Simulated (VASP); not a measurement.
These are PBEsol GGA, VASP's PBE PAW potentials (set 64) (plane waves; VASP 6.6.1) values and carry that method's errors.

Input for VASP

INCAR:
```
ALGO  =  Normal
EDIFF  =  1E-7
ENCUT  =  520
GGA  =  PS
ICHARG  =  11
ISMEAR  =  0
LASPH  =  .TRUE.
LCHARG  =  .FALSE.
LMAXMIX  =  6
LORBIT  =  11
LREAL  =  .FALSE.
LWAVE  =  .FALSE.
NELM  =  100
PREC  =  Accurate
SIGMA  =  0.05
SYSTEM  =  W2N
```

File POSCAR:
```
W2N
10.6303680
  0.2637810528  -0.0000000021   0.0000000000
 -0.1318904829   0.2284411129   0.0000000000
  0.0000000000   0.0000000000   0.4999999830
N W
1 2
direct
  0.0000000000   0.0000000000   0.0000000000
  0.3333330000   0.6666670000   0.2690424972
  0.6666670000   0.3333330000   0.7309575028
```

File KPOINTS:
```
k-points along high-symmetry lines
10
Line-mode
Reciprocal
  0.000000   0.000000   0.000000 ! GAMMA
  0.500000   0.000000   0.000000 ! M

  0.500000   0.000000   0.000000 ! M
  0.333333   0.333333   0.000000 ! K

  0.333333   0.333333   0.000000 ! K
  0.000000   0.000000   0.000000 ! GAMMA

  0.000000   0.000000   0.000000 ! GAMMA
  0.000000   0.000000   0.500000 ! A

  0.000000   0.000000   0.500000 ! A
  0.500000   0.000000   0.500000 ! L

  0.500000   0.000000   0.500000 ! L
  0.333333   0.333333   0.500000 ! H

  0.333333   0.333333   0.500000 ! H
  0.000000   0.000000   0.500000 ! A

  0.500000   0.000000   0.500000 ! L
  0.500000   0.000000   0.000000 ! M

  0.333333   0.333333   0.500000 ! H
  0.333333   0.333333   0.000000 ! K
```

POTCAR, in this order: N W_sv (PBE.64 set). Program: vasp_std. Read from the step before: CHGCAR.

What VASP printed:

### OUTCAR
```
 ion  position               nearest neighbor table
   1  0.000  0.000  0.000-   2 2.16   3 2.16   2 2.16   3 2.16   3 2.16   2 2.16
   2  0.333  0.667  0.269-   1 2.16   1 2.16   1 2.16   3 2.94   3 2.94   3 2.94   3 3.29   3 3.29
                             3 3.29
   3  0.667  0.333  0.731-   1 2.16   1 2.16   1 2.16   2 2.94   2 2.94   2 2.94   2 3.29   2 3.29
                             2 3.29
  LATTYP: Found a hexagonal cell.
 ALAT       =     2.8040896628
 C/A-ratio  =     1.8955113631
 Subroutine PRICEL returns:
 Original cell was already a primitive cell.
 Subroutine GETGRP returns: Found 12 space group operations
The static configuration has the point symmetry D_3d.
The dynamic configuration has the point symmetry D_3d.
 Subroutine INISYM returns: Found 12 space group operations
   k-points           NKPTS =     90   k-points in BZ     NKDIM =     90   number of bands    NBANDS=     20
   number of dos      NEDOS =    301   number of ions     NIONS =      3
   total plane-waves  NPLWV =  23040
   dimension x,y,z NGX =    24 NGY =   24 NGZ =   40
   dimension x,y,z NGXF=    48 NGYF=   48 NGZF=   80
   ions per type =               1   2
   PREC   = accura    normal or accurate (medium, high low for compatibility)
   ISTART =      0    job   : 0-new  1-cont  2-samecut
   ICHARG =     11    charge: 1-file 2-atom 10-const
   ISPIN  =      1    spin polarized calculation?
   LNONCOLLINEAR =      F non collinear calculations
   LSORBIT =      F    spin-orbit coupling
   INIWAV =      1    electr: 0-lowe 1-rand  2-diag
   ENCUT  =  520.0 eV  38.22 Ry    6.18 a.u.   5.21  5.21  9.88*2*pi/ulx,y,z
   NELM   =    100;   NELMIN=  2; NELMDL= -5     # of ELM steps
   EDIFF  = 0.1E-06   stopping-criterion for ELM
   LREAL  =      F    real-space projection
   NLSPLINE    = F    spline interpolate recip. space projectors
   LMAXMIX     =    6 max onsite mixed and CHGCAR
   VOSKOWN=      0    Vosko Wilk Nusair interpolation
   EDIFFG = 0.1E-05   stopping-criterion for IOM
   NSW    =      0    number of steps for IOM
   NBLOCK =      1;   KBLOCK =      1    inner block; outer block
   IBRION =     -1    ionic relax: 0-MD 1-quasi-New 2-CG
   NFREE  =      0    steps in history (QN), initial steepest desc. (CG)
   ISIF   =      2    stress and relaxation
   ISYM   =      2    0-nonsym 1-usesym 2-fastsym
   TEIN   =    0.0    initial temperature
   TEBEG  =    0.0;   TEEND  =   0.0 temperature during run
   SMASS  =  -3.00    Nose mass-parameter (am)
   PSTRESS=    0.0 pullay stress
   NELECT =      33.0000    total number of electrons
   EFERMI =   0.00;   METHOD = LEGACY
   ISMEAR =     0;   SIGMA  =   0.05  broadening in eV -4-tet -1-fermi 0-gaus
   IALGO  =     38    algorithm
   LDIAG  =      T    sub-space diagonalisation (order eigenvalues)
   IMIX   =      4    mixing-type and parameters
     AMIX     =   0.40;   BMIX     =  1.00
     AMIX_MAG =   1.60;   BMIX_MAG =  1.00
     AMIN     =   0.10
   GGA     = PS    functional components
   VOSKOWN =     0    Vosko Wilk Nusair interpolation
   LHFCALC =     F    Hartree Fock is set to
   LHFONE  =     F    Hartree Fock one center treatment
   AEXX    =    0.0000 exact exchange contribution
   IVDW    =     0    specifies the selected vdW correction
   LEPSILON=     F    determine dielectric tensor
   LRPA    =     F    only Hartree local field effects (RPA)
  energy-cutoff  :      520.00
  volume of cell :       36.19
      direct lattice vectors                 reciprocal lattice vectors
     2.804089663 -0.000000022  0.000000000     0.356621979  0.205895710  0.000000000
    -1.402044369  2.428413096  0.000000000     0.000000003  0.411791555  0.000000000
     0.000000000  0.000000000  5.315183819     0.000000000  0.000000000  0.188140248
 k-point     1 :   0.0000 0.0000 0.0000  plane waves:     967
 k-point     2 :   0.0556 0.0000 0.0000  plane waves:     963
 k-point     3 :   0.1111 0.0000 0.0000  plane waves:     977
 k-point     4 :   0.1667 0.0000 0.0000  plane waves:     969
 k-point     5 :   0.2222 0.0000 0.0000  plane waves:     969
 k-point     6 :   0.2778 0.0000 0.0000  plane waves:     973
...
```

OSZICAR:
```
       N       E                     dE             d eps       ncg     rms          rms(c)
DAV:   1     0.349926209037E+03    0.34993E+03   -0.20088E+04  3600   0.192E+03
DAV:   2    -0.173271387334E+02   -0.36725E+03   -0.35748E+03  3820   0.550E+02
DAV:   3    -0.351166787432E+02   -0.17790E+02   -0.17042E+02  4612   0.106E+02
DAV:   4    -0.355911572480E+02   -0.47448E+00   -0.42916E+00  4348   0.147E+01
DAV:   5    -0.356048430846E+02   -0.13686E-01   -0.13564E-01  4308   0.217E+00
DAV:   6    -0.356053649422E+02   -0.52186E-03   -0.52002E-03  4620   0.323E-01
DAV:   7    -0.356053816212E+02   -0.16679E-04   -0.16676E-04  4480   0.480E-02
DAV:   8    -0.356053825683E+02   -0.94703E-06   -0.94866E-06  4236   0.782E-03
DAV:   9    -0.356053826531E+02   -0.84844E-07   -0.83478E-07  2696   0.145E-03
   1 F= -.35605383E+02 E0= -.35602004E+02  d E =-.675825E-02
```

### OUTCAR
```
 val. band max:       11.9929600750   @ k =   0.4444   0.0000   0.5000

 cond. band min:      11.9986409884   @ k =   0.5000   0.0000   0.4444



 k-point     1 :       0.0000    0.0000    0.0000
  band No.  band energies     occupation
      1     -62.6601      2.00000
      2     -62.6161      2.00000
      3     -27.3643      2.00000
      4     -26.6856      2.00000
      5     -26.3636      2.00000
      6     -26.3636      2.00000
      7     -26.3074      2.00000
      8     -26.3074      2.00000
      9      -5.9810      2.00000
     10       2.6795      2.00000
     11       5.5668      2.00000
     12       7.1247      2.00000
     13       7.1247      2.00000
     14       9.0914      2.00000
     15      10.4954      2.00000
     16      10.7242      2.00000
     17      10.7242      2.00000
     18      12.0318      0.30769
     19      12.0318      0.30746
     20      12.8037      0.00000

 k-point     2 :       0.0556    0.0000    0.0000
  band No.  band energies     occupation
      1     -62.6571      2.00000
      2     -62.6136      2.00000
      3     -27.3542      2.00000
      4     -26.6860      2.00000
      5     -26.3969      2.00000
      6     -26.3728      2.00000
      7     -26.3424      2.00000
      8     -26.3138      2.00000
      9      -5.9321      2.00000
     10       2.7792      2.00000
     11       5.5502      2.00000
     12       6.9810      2.00000
     13       7.1256      2.00000
     14       9.2457      2.00000
     15       9.8920      2.00000
     16      10.8364      2.00000
     17      11.2011      2.00000
     18      11.7787      2.00000
     19      11.8989      1.99381
     20      13.0417      0.00000

 k-point     3 :       0.1111    0.0000    0.0000
  band No.  band energies     occupation
      1     -62.6484      2.00000
      2     -62.6067      2.00000
      3     -27.3244      2.00000
      4     -26.6897      2.00000
      5     -26.4908      2.00000
      6     -26.4414      2.00000
...
```

The density is held fixed in this step, so its total energy and stress have no physical meaning. Unless said otherwise, spin-orbit coupling is left out, though it shifts the bands of the heavy elements here.

The structure was generated: W2N was put into the CdI2 type (P-3m1), which need not be its known phase. It was relaxed first. The electron count is odd and the run is not spin-polarised, which forces a metal.
